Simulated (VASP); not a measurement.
A VASP calculation is set up with these files.

**KPOINTS**
```
Automatic
0
gamma
 7 7 7
0 0 0
```

**INCAR**
```
SYSTEM = BaS
PREC = Accurate
ENCUT = 520
EDIFF = 1E-6
NELM = 100
ALGO = Normal
LREAL = .FALSE.
LASPH = .TRUE.
ISMEAR = 0
SIGMA = 0.05
GGA = PE
LMAXMIX = 4
LWAVE = .FALSE.
LCHARG = .TRUE.
```

### POSCAR
```
BaS
1.0
  0.0000000000   3.2280541866   3.2280541866
  3.2280541866   0.0000000000   3.2280541866
  3.2280541866   3.2280541866   0.0000000000
Ba S
1 1
direct
  0.0000000000   0.0000000000   0.0000000000
  0.5000000000   0.5000000000   0.5000000000
```

POTCAR, in this order: Ba_sv S (PBE.64 set). Program: vasp_std.

**Question.** Translate this PBE calculation to Ansatz.

**Answer.** One equivalent input (not run):
Ansatz 0.2 input:
```yaml
crystal:
  lattice:
    - [0.0000000, 3.2280542, 3.2280542]
    - [3.2280542, 0.0000000, 3.2280542]
    - [3.2280542, 3.2280542, 0.0000000]
  atoms:
    - { symbol: Ba, position: [0.0000000, 0.0000000, 0.0000000] }
    - { symbol: S, position: [0.5000000, 0.5000000, 0.5000000] }
kpoints:
  mp_grid: { grid: [7, 7, 7] }
hamiltonian:
  xc: pbe
  pseudopotentials: { kind: paw }
scf:
  occupations: { method: gaussian, width: 0.05 }
  max_iter: 100
output: { forces: true, stress: true, eigenvalues: true }
```
The two are equivalent in intent, not identical: each code has its own PAW files, so the cut-off isn't converted (ENCUT is set for VASP's; basis.ecutwfc is left out, and Ansatz then takes the one that its files recommend); Ansatz stops its SCF on the density residual and VASP on the energy change (EDIFF).

The compound is BaS in the rock salt structure. It was relaxed first.
